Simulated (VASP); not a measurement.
**1T-GeF2 monolayer: relaxation and electronic structure**

Aim: model 1T-GeF2 monolayer by a slab and find how far its highest filled level lies below the vacuum.

Method: r2SCAN; plane waves and PAW (F, Ge), in VASP 6.6.1.

### 1. The structure

The cell holds 3 atoms: 2 F and 1 Ge. Its edges and angles: a = 2.413 Å, b = 2.413 Å, c = 20.051 Å, α = 90.0°, β = 90.0°, γ = 120.0°. Vacuum lies along c.

### 2. Surface relaxation

The sheet's cell relaxes in its plane with the atoms, while the vacuum is kept.

File INCAR:

```
SYSTEM = GeF2
PREC = Normal
ENCUT = 520
EDIFF = 1E-05
NELM = 120
ISMEAR = -1
SIGMA = 0.05
LREAL = .FALSE.
ALGO = Normal
METAGGA = R2SCAN
LASPH = .TRUE.
NBANDS = 15
LORBIT = 11
LWAVE = .FALSE.
LCHARG = .FALSE.
KPAR = 2
IBRION = 2
NSW = 40
ISIF = 3
EDIFFG = -0.02
POTIM = 0.4
IDIPOL = 3
LDIPOL = .TRUE.
DIPOL = 0.5 0.5 0.5
LATTICE_CONSTRAINTS = .TRUE. .TRUE. .FALSE.
```

File POSCAR:

```
GeF2
1.0
    2.4130400000      0.0000000000      0.0000000000
   -1.2065200000      2.0897539403      0.0000000000
    0.0000000000      0.0000000000     20.0513208618
F Ge
2 1
Direct
    0.6666666667      0.3333333333      0.4488482361
    0.3333333333      0.6666666667      0.5511517639
    0.0000000000      0.0000000000      0.5000000000
```

File KPOINTS:

```
Automatic mesh
0
Gamma
18 18 1
0 0 0
```

The projector-augmented-wave data sets are F and Ge (PBE family, release 64).

Run with:

```
> mpirun -np 2 vasp_std
```

The log of the run:

```text
[banner, memory and clock lines left out]
running    2 mpi-ranks, on    1 nodes
 distrk:  each k-point on    1 cores,    2 groups
 distr:  one band on    1 cores,    1 groups

 POSCAR found type information on POSCAR F Ge
 POSCAR found :  2 types and       3 ions
|                                                                             |
|               ----> ADVICE to this user running VASP <----                  |
|                                                                             |
|     You enforced a specific xc type in the INCAR file but a different       |
|     [... a line on the potential file left out ...]
|     I HOPE YOU KNOW WHAT YOU ARE DOING!                                     |
|                                                                             |

 LDA part: xc-table for (None), standard interpolation
 POSCAR, INCAR and KPOINTS ok, starting setup
 FFT: planning ... GRIDC
 FFT: planning ... GRID_SOFT
 FFT: planning ... GRID
 WAVECAR not read
 entering main loop
       N       E                     dE             d eps       ncg     rms          rms(c)
DAV:   1     0.153035543460E+03    0.15304E+03   -0.89760E+03  1230   0.985E+02
DAV:   2    -0.547893492772E+01   -0.15851E+03   -0.14983E+03  1609   0.260E+02
DAV:   3    -0.165227892499E+02   -0.11044E+02   -0.10783E+02  1488   0.760E+01
DAV:   4    -0.166161076225E+02   -0.93318E-01   -0.93287E-01  1278   0.790E+00
DAV:   5    -0.166169571187E+02   -0.84950E-03   -0.84944E-03  1467   0.722E-01    0.108E+01
DAV:   6    -0.101785735039E+02    0.64384E+01   -0.22352E+00  1516   0.136E+01    0.589E+00
DAV:   7    -0.100442364174E+02    0.13434E+00   -0.14475E+00  1509   0.105E+01    0.230E+00
DAV:   8    -0.998833909763E+01    0.55897E-01   -0.75175E-01  1488   0.526E+00    0.181E+00
DAV:   9    -0.995791654073E+01    0.30423E-01   -0.51681E-02  1236   0.203E+00    0.509E-01
DAV:  10    -0.994929933888E+01    0.86172E-02   -0.38473E-02  1390   0.144E+00    0.157E-01
DAV:  11    -0.994865672000E+01    0.64262E-03   -0.23721E-03  1159   0.459E-01    0.421E-02
DAV:  12    -0.994892877007E+01   -0.27205E-03   -0.68480E-04  1285   0.105E-01    0.236E-02
DAV:  13    -0.994890434443E+01    0.24426E-04   -0.25777E-04  1229   0.970E-02    0.275E-02
DAV:  14    -0.994899527058E+01   -0.90926E-04   -0.98854E-05  1101   0.404E-02    0.188E-02
DAV:  15    -0.994898986942E+01    0.54012E-05   -0.47123E-05  1292   0.475E-02
   1 F= -.99489899E+01 E0= -.99440161E+01  d E =-.994899E+01
 curvature:   0.00 expect dE= 0.000E+00 dE for cont linesearch  0.000E+00
 trial: gam= 0.00000 g(F)=  0.416E+02 g(S)=  0.531E+02 ort = 0.000E+00 (trialstep = 0.100E+01)
 search vector abs. value=  0.947E+02
 bond charge predicted
       N       E                     dE             d eps       ncg     rms          rms(c)
DAV:   1    -0.554014868139E+02   -0.45452E+02   -0.43101E+03  1734   0.304E+02    0.410E+01
DAV:   2    -0.319470262023E+02    0.23454E+02   -0.27278E+02  1376   0.120E+02    0.270E+01
DAV:   3    -0.113322483137E+02    0.20615E+02   -0.30125E+01  1357   0.501E+01    0.152E+01
DAV:   4    -0.970412497471E+01    0.16281E+01   -0.52911E+00  1388   0.185E+01    0.662E+00
DAV:   5    -0.950829988766E+01    0.19583E+00   -0.15538E+00  1306   0.949E+00    0.214E+00
DAV:   6    -0.946065193928E+01    0.47648E-01   -0.16173E-01  1467   0.334E+00    0.786E-01
DAV:   7    -0.945575688121E+01    0.48951E-02   -0.49417E-02  1572   0.187E+00    0.202E-01
DAV:   8    -0.945782665397E+01   -0.20698E-02   -0.10964E-02  1516   0.815E-01    0.432E-01
DAV:   9    -0.945341236382E+01    0.44143E-02   -0.69975E-03  1537   0.647E-01    0.523E-02
DAV:  10    -0.945639014771E+01   -0.29778E-02   -0.17251E-03  1453   0.295E-01    0.269E-02
DAV:  11    -0.945672416865E+01   -0.33402E-03   -0.16559E-04  1481   0.102E-01    0.179E-02
DAV:  12    -0.945688044816E+01   -0.15628E-03   -0.86529E-05  1362   0.731E-02    0.171E-02
DAV:  13    -0.945681480546E+01    0.65643E-04   -0.22203E-05  1331   0.445E-02    0.131E-02
DAV:  14    -0.945662708195E+01    0.18772E-03   -0.11923E-05  1044   0.345E-02    0.128E-02
DAV:  15    -0.945661262267E+01    0.14459E-04   -0.50507E-06  1108   0.233E-02    0.127E-02
DAV:  16    -0.945659509812E+01    0.17525E-04   -0.25341E-06   919   0.174E-02    0.127E-02
DAV:  17    -0.945654726007E+01    0.47838E-04   -0.90655E-07  1192   0.106E-02    0.127E-02
DAV:  18    -0.945656626529E+01   -0.19005E-04   -0.52489E-07   898   0.807E-03    0.127E-02
DAV:  19    -0.945657667290E+01   -0.10408E-04   -0.19502E-07   940   0.497E-03    0.127E-02
DAV:  20    -0.945659398875E+01   -0.17316E-04   -0.13619E-07   891   0.426E-03    0.127E-02
DAV:  21    -0.945658970065E+01    0.42881E-05   -0.14414E-08   744   0.139E-03
   2 F= -.94565897E+01 E0= -.94565889E+01  d E =0.492400E+00
[... from here on, the cycles between the ionic steps are left out ...]
   3 F= -.23790336E+02 E0= -.23790336E+02  d E =-.138413E+02
   4 F= -.23939043E+02 E0= -.23939043E+02  d E =-.139901E+02
   5 F= -.23983468E+02 E0= -.23983468E+02  d E =-.140345E+02
   6 F= -.23981020E+02 E0= -.23981020E+02  d E =-.140320E+02
   7 F= -.23984463E+02 E0= -.23984463E+02  d E =-.344343E-02
   8 F= -.23985270E+02 E0= -.23985270E+02  d E =-.425019E-02
   9 F= -.23985254E+02 E0= -.23985254E+02  d E =-.423396E-02
  10 F= -.23985778E+02 E0= -.23985778E+02  d E =-.524265E-03
  11 F= -.23986437E+02 E0= -.23986437E+02  d E =-.118388E-02
  12 F= -.23985883E+02 E0= -.23985883E+02  d E =-.629349E-03
 curvature:  -2.03 expect dE=-0.624E-03 dE for cont linesearch -0.541E-03
 ZBRENT: bracketing found
 ZBRENT: interpolating
 opt :   3.4471  next Energy=   -23.986609 (dE=-0.136E-02)
 bond charge predicted
       N       E                     dE             d eps       ncg     rms          rms(c)
DAV:   1    -0.239853915122E+02    0.49273E-03   -0.83049E-01  1110   0.850E+00    0.333E-01
DAV:   2    -0.239867214334E+02   -0.13299E-02   -0.17992E-02  1110   0.125E+00    0.661E-02
DAV:   3    -0.239865307766E+02    0.19066E-03   -0.30419E-04  1222   0.171E-01    0.391E-02
DAV:   4    -0.239864797860E+02    0.50991E-04   -0.10874E-04  1306   0.103E-01    0.987E-03
DAV:   5    -0.239864839473E+02   -0.41613E-05   -0.11895E-05   856   0.340E-02
  13 F= -.23986484E+02 E0= -.23986484E+02  d E =-.123036E-02
 curvature:  -0.64 expect dE=-0.678E-05 dE for cont linesearch -0.424E-05
 trial: gam= 0.00000 g(F)=  0.925E-05 g(S)=  0.127E-05 ort =-0.762E-04 (trialstep = 0.135E+01)
 search vector abs. value=  0.105E-04
 reached required accuracy - stopping structural energy minimisation
```

It took 4 min on 2 MPI ranks of AMD EPYC 9R45, shared host; peak memory 0.35 GiB; 7.2 min of CPU time.

Lines that name or quote the potential files are left out of all logs, and their timing lines are given in words.

From OUTCAR (step 2):

```text
ion  position               nearest neighbor table
   1  0.667  0.333  0.449-   3 1.73   3 1.73   3 1.73
   2  0.333  0.667  0.551-   3 1.73   3 1.73   3 1.73
   3  0.000  0.000  0.500-   1 1.73   2 1.73   2 1.73   1 1.73   1 1.73   2 1.73

  LATTYP: Found a hexagonal cell.
 ALAT       =     2.4130400000
 C/A-ratio  =     8.3095683709

 Subroutine GETGRP returns: Found 12 space group operations
 (whereof 12 operations were pure point group operations)

The static configuration has the point symmetry D_3d.

 Found     37 irreducible k-points:

   k-points           NKPTS =     37   k-points in BZ     NKDIM =     37   number of bands    NBANDS=     15

   dimension x,y,z NGX =    14 NGY =   14 NGZ =  112
   dimension x,y,z NGXF=    28 NGYF=   28 NGZF=  224

   ENCUT  =  520.0 eV  38.22 Ry    6.18 a.u.   4.49  4.49 37.28*2*pi/ulx,y,z

   NELECT =      18.0000    total number of electrons

 k-points in reciprocal lattice and weights: Automatic mesh
   0.00000000  0.00000000  0.00000000       0.003
   0.05555556  0.00000000  0.00000000       0.019
   0.11111111  0.00000000  0.00000000       0.019
   0.16666667 -0.00000000  0.00000000       0.019
   0.22222222  0.00000000  0.00000000       0.019
   0.27777778 -0.00000000  0.00000000       0.019
   0.33333333  0.00000000  0.00000000       0.019
   0.38888889  0.00000000  0.00000000       0.019
   0.44444444  0.00000000  0.00000000       0.019
[...]
0.33333333  0.27777778  0.00000000       0.037
   0.33333333  0.33333333  0.00000000       0.006

 dipolmoment           0.000000      0.000000      0.000000 electrons x Angstroem

 average (electrostatic) potential at core
       1 -88.9113       2 -88.9113       3 -46.1088

 E-fermi :  -4.4724

 k-point     1 :       0.0000    0.0000    0.0000
  band No.  band energies     occupation
    ...
      5      -9.2406      2.00000
      6      -9.2379      2.00000
      7      -9.1907      2.00000
      8      -9.1880      2.00000
      9      -7.1357      2.00000
     10      -1.7298      0.00000
     11       2.2941      0.00000
     12       2.5757      0.00000
     13       2.9628      0.00000
     14       3.9608      0.00000
    ...

 k-point     2 :       0.0556    0.0000    0.0000
  band No.  band energies     occupation
    ...
      5      -9.3632      2.00000
      6      -9.2806      2.00000
      7      -9.2638      2.00000
      8      -9.1838      2.00000
      9      -7.0576      2.00000
     10      -1.6007      0.00000
     11       2.3615      0.00000
     12       2.6418      0.00000
     13       3.0251      0.00000
     14       3.6561      0.00000
    ...

 k-point     3 :       0.1111    0.0000    0.0000
  band No.  band energies     occupation
    ...
      5      -9.6689      2.00000
      6      -9.4718      2.00000
      7      -9.3662      2.00000
      8      -9.1887      2.00000
      9      -6.8648      2.00000
     10      -1.2419      0.00000
     11       2.4767      0.00000
     12       2.6516      0.00000
     13       2.8576      0.00000
     14       3.2505      0.00000
    ...

  Total       -0.0070297     -0.0070297     -1.1111597      0.0000000      0.0000000      0.0000000
  in kB       -0.0746671     -0.0746671    -11.8023357      0.0000000      0.0000000      0.0000000
  external PRESSURE =      -3.9838900 kB  Pullay stress =       0.0000000 kB

  energy-cutoff  :      520.00
  volume of cell :      150.84
      direct lattice vectors                 reciprocal lattice vectors
     2.947289105  0.000000000  0.000000000     0.339294845  0.195891970  0.000000000
    -1.473644553  2.552427237  0.000000000     0.000000000  0.391783940  0.000000000
     0.000000000  0.000000000 20.051320862     0.000000000  0.000000000  0.049872026

 POSITION                                       TOTAL-FORCE (eV/Angst)
 -----------------------------------------------------------------------------------
      1.47364      0.85081      8.63173        -0.000000      0.000000      0.010946
     -0.00000      1.70162     11.41959         0.000000     -0.000000     -0.010946
      0.00000      0.00000     10.02566        -0.000000      0.000000      0.000000
 -----------------------------------------------------------------------------------
    total drift:                               -0.000000      0.000000      0.000000

  FREE ENERGIE OF THE ION-ELECTRON SYSTEM (eV)
  ---------------------------------------------------
  free  energy   TOTEN  =       -23.9864839473 eV

  energy  without entropy=      -23.9864839473  energy(sigma->0) =      -23.98648395

 reached required accuracy - stopping structural energy minimisation

 vacuum level on the upper side and lower side of the slab         2.264         2.264

 total charge
# of ion       s       p       d       tot
------------------------------------------
    1        1.802   4.346   0.000   6.148
    2        1.802   4.346   0.000   6.148
    3        1.468   0.537   0.109   2.113
--------------------------------------------------
tot          5.071   9.229   0.109  14.409

[... 3 further parts left out ...]
```

CONTCAR:

```
GeF2
   1.00000000000000
     2.9472891051532217    0.0000000000000000    0.0000000000000000
    -1.4736445525766109    2.5524272372804662    0.0000000000000000
     0.0000000000000000    0.0000000000000000   20.0513208618000007
  F               Ge
     2     1
Direct
     0.6666666667000030    0.3333333332999970    0.4304820068025104
     0.3333333332999970    0.6666666667000030    0.5695179931974895
     0.0000000000000000    0.0000000000000000    0.5000000000000000
```

The gap is read on the k-mesh alone, so it is an upper bound where the band edges lie off the mesh. The PAW data sets were made with PBE, which is usual practice but a small mismatch for other functionals. After so large a change of volume the plane waves of the start cell no longer fit, so the final stress carries a basis-set error. The data set Ge keeps the semicore shell frozen, which is cheaper and a little less accurate. The run keeps the 12 symmetry operations of its start, so it cannot find a distortion of lower symmetry.

Relaxation path:

| step | energy less that of the first step (eV) | largest force (eV/Å) | pressure (GPa) | volume (Å³) |
| --- | --- | --- | --- | --- |
| 1 | 0.0000 | 23.2260 | 73.10 | 101.11 |
| 2 | 0.4924 | 3.2382 | -25.77 | 253.84 |
| 3 | -13.8413 | 0.9712 | -4.60 | 161.42 |
| 4 | -13.9901 | 0.4458 | -2.50 | 156.63 |
| 5 | -14.0345 | 0.1260 | -0.37 | 152.27 |
| 6 | -14.0320 | 0.0278 | -0.97 | 153.40 |
| 7 | -14.0355 | 0.1562 | -0.04 | 150.84 |
| 8 | -14.0363 | 0.1006 | -0.33 | 151.62 |
| 9 | -14.0363 | 0.1037 | -0.31 | 151.58 |
| 10 | -14.0368 | 0.0634 | -0.35 | 151.41 |
| 11 | -14.0374 | 0.0310 | -0.40 | 151.09 |
| 12 | -14.0369 | 0.0630 | -0.45 | 150.45 |
| 13 | -14.0375 | 0.0109 | -0.40 | 150.84 |

| cell as run | before | after | change |
| --- | --- | --- | --- |
| a (Å) | 2.413 | 2.947 | +22.1 % |
| b (Å) | 2.413 | 2.947 | +22.1 % |

The atoms that moved most (Å, along periodic axes as changes of fractional coordinates times the final cell, across vacuum about the mean position):

| atom | dx | dy | dz | length |
| --- | --- | --- | --- | --- |
| F2 | 0.000 | 0.000 | 0.368 | 0.368 |
| F1 | 0.000 | 0.000 | -0.368 | 0.368 |

Final coordinates:

```
F Ge
1.0
     2.94729    0.00000    0.00000
    -1.47364    2.55243    0.00000
     0.00000    0.00000   20.05132
F Ge
2 1
Direct
  0.66667 0.33333 0.43048
  0.33333 0.66667 0.56952
  0.00000 0.00000 0.50000
```

Numbers from this step:

| Property | Result |
| --- | --- |
| electronic cycles | 112 |
| electrons | 18 |
| free energy (TOTEN) | -23.99 eV |
| Fermi energy | -4.472 eV |
| labelled metallic, from the levels on this mesh | no |
| dipole moment | 0, 0, 0 e·Å |
| gap on the k-mesh | 2.195 eV |
| least direct gap on the k-mesh | 2.568 eV |

The run ended after 13 ionic steps, 14.037 eV below its first step, once forces and stress met EDIFFG = -0.02.

An edge in the plane moved by 22 %, while the plane waves stayed those of the start. The cell reached is therefore not relaxed on a basis of its own, and a second relaxation, which would tell, was not made.

Only the dipole across the slab is computed (IDIPOL = 3); zeros along the plane are no results.

[end of part 1 of 3]

[Lines on the potential files, build, host, timing and source positions are cut from VASP's logs without a mark.]

[Logs are printed without paths, hosts, clocks, repeated set-up lines and the standing remarks that a program may print on its own settings, such as how far it seeks lower states.]

[Hosts, paths, dates, database ids (printed as entryN), source tags and the programs' standing remarks are cut or masked in the printed files.]

[In band tables of VASP the shares of atoms and orbitals are scaled to a sum of 1 inside the atoms' spheres.]

[Runs that stopped without an error message from VASP are left out.]
